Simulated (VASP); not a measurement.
Input of a VASP 6.6.1 run:

File INCAR:

```
SYSTEM = InP
PREC = Accurate ; ENCUT = 350
EDIFF = 1E-7 ; ISMEAR = 0
SIGMA = 0.02 ; LREAL = .FALSE.
LASPH = .TRUE. ; NELM = 100
ALGO = Normal ; ISIF = 3
LWAVE = .FALSE. ; LCHARG = .FALSE.
GGA = PE ; IBRION = 2
NSW = 80 ; EDIFFG = -0.002
```

KPOINTS

```
Automatic mesh
0
G
  10 10 10
  0 0 0
```

The input POSCAR:

```
InP                                     
1.0
    0.0000000000      2.9744106819      2.9744106819
    2.9744106819     -0.0000000000      2.9744106819
    2.9744106819      2.9744106819      0.0000000000
  In              P             
     1     1
Direct
     0.0000000000000000    0.0000000000000000    0.0000000000000000
     0.2500000000000000    0.2500000000000000    0.2500000000000000
```

Potentials or basis: VASP PAW PBE potentials, release 64 (In_d, P).

Launch:

```console
$ cat potpaw_PBE.64/In_d/POTCAR potpaw_PBE.64/P/POTCAR > POTCAR
$ mpirun -np 1 vasp_std > vasp.out
```

Problem. Estimate the space group after relaxing (to 0.05 Å).

Solution. F-43m (No. 216).

Problem. Estimate the relaxed volume.

Solution. 26.34 Å³/atom.

Problem. What does it give for the band gap on the k mesh?

Solution. 0.46 eV, direct.

Final structure:
```
In P
1.0
     0.00000    2.97517    2.97517
     2.97517    0.00000    2.97517
     2.97517    2.97517    0.00000
In P
1 1
Direct
  0.00000 0.00000 0.00000
  0.25000 0.25000 0.25000
```

Caveat: spin-orbit coupling is left out, which moves the levels of the heavy elements.
